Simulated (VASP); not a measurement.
All values below come from AM05 GGA, VASP's PBE PAW potentials (set 64) (plane waves; VASP).

Input for VASP

### KPOINTS
```
Automatic mesh
0
Gamma
6 6 6
0 0 0
```

### INCAR
```
# general
SYSTEM =BaZrO3
PREC   =Accurate
ENCUT  =520
LREAL  =F
LASPH  =T

# electronic loop
EDIFF  =1E-7
NELM   =100
ALGO   =Normal
LMAXMIX=4

# smearing
ISMEAR =-5

# functional
GGA    =AM

# ions
ISIF   =2

# output
LWAVE  =F
LCHARG =T
LORBIT =11
NEDOS  =601

# other
LEFG   =T
```

POSCAR:
```
BaZrO3
1
    4.1968684552     0.0000000000     0.0000000000
    0.0000000000     4.1968684552     0.0000000000
    0.0000000000     0.0000000000     4.1968684552
Ba Zr O
1 1 3
Direct
  0.0000000000   0.0000000000   0.0000000000
  0.5000000000   0.5000000000   0.5000000000
  0.5000000000   0.0000000000   0.5000000000
  0.0000000000   0.5000000000   0.5000000000
  0.5000000000   0.5000000000   0.0000000000
```

POTCAR, in this order: Ba_sv Zr_sv O (PBE.64 set). Program: vasp_std.

### Question
What will the output report for the number of irreducible k-points (NKPTS), largest plane-wave count, number of space-group operations, FFT grid (NGX, NGY, NGZ)?

### Answer

```yaml
number of irreducible k-points (NKPTS): 20
largest_plane_wave_count: 2011
number_of_space_group_operations: 48
FFT grid (NGX, NGY, NGZ): 32 × 32 × 32
```

The compound is BaZrO3 in the cubic perovskite structure. It was relaxed first.
